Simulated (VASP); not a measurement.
Given:

```
Ti
1.0
    1.47500    -2.55477     0.00000
    1.47500     2.55477     0.00000
    0.00000     0.00000     4.68000
Ti
2
Direct
  0.33333   0.66667   0.25000
  0.66667   0.33333   0.75000
```

Computed with vdW-DF-cx, VASP's PBE PAW potentials (set 64) (plane waves; VASP). Numerical set-up: 520 eV cut-off, 13×13×7 Γ-centred mesh, first-order Methfessel-Paxton smearing of 0.10 eV, potentials Ti_sv.

Energy and stress use the plane-wave basis of the starting cell.

### Question
The ions, cell shape and volume are relaxed. What does this cell relax into?

### Answer

```
Ti
1.0
    1.45100    -2.51320     0.00000
    1.45100     2.51320     0.00000
    0.00000     0.00000     4.59990
Ti
2
Direct
  0.33333   0.66667   0.25000
  0.66667   0.33333   0.75000
```
Space group P6_3/mmc (194), at a tolerance of 0.03 Å.

### Question
How do energy and volume change from the first to the last step?

### Answer
The energy (σ→0) changes by -15.1 meV/atom and the volume by -4.9 %, in 3 ionic steps.

The compound is Ti in the hcp structure. This run relaxes it. Symmetry was kept, so distortions that lower it aren't found.
